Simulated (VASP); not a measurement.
PtC (relaxed from the rock salt structure, space group Fm-3m): computed properties

Calculation: PBE GGA, VASP's PBE PAW potentials (set 64) (plane waves; VASP).

```
Property                                                                                                   Value
----------------------------------  ----------------------------------------------------------------------------
space group                                                                                          Fm-3m (225)
cell                                a = 4.4651 Å, b = 4.4651 Å, c = 4.4651 Å, α = 90.00°, β = 90.00°, γ = 90.00°
volume per atom                                                                                    11.13 Å³/atom
band gap (over mesh and band path)                                      none (metal, semimetal or under 0.01 eV)
density                                                                                              15.45 g/cm³
```

```xyz
2
Lattice="0.0000 2.2326 2.2326 2.2326 0.0000 2.2326 2.2326 2.2326 0.0000" Properties=species:S:1:pos:R:3 pbc="T T T"
Pt     0.0000     0.0000     0.0000
C      2.2326     2.2326     2.2326
```

Unless said otherwise, spin-orbit coupling is left out, though it shifts the bands of the heavy elements here.

The structure was generated: PtC was put into the rock salt type (Fm-3m), which need not be its known phase. It was relaxed first, which changed the volume by -7 %. Symmetry was kept, so distortions that lower it aren't found.
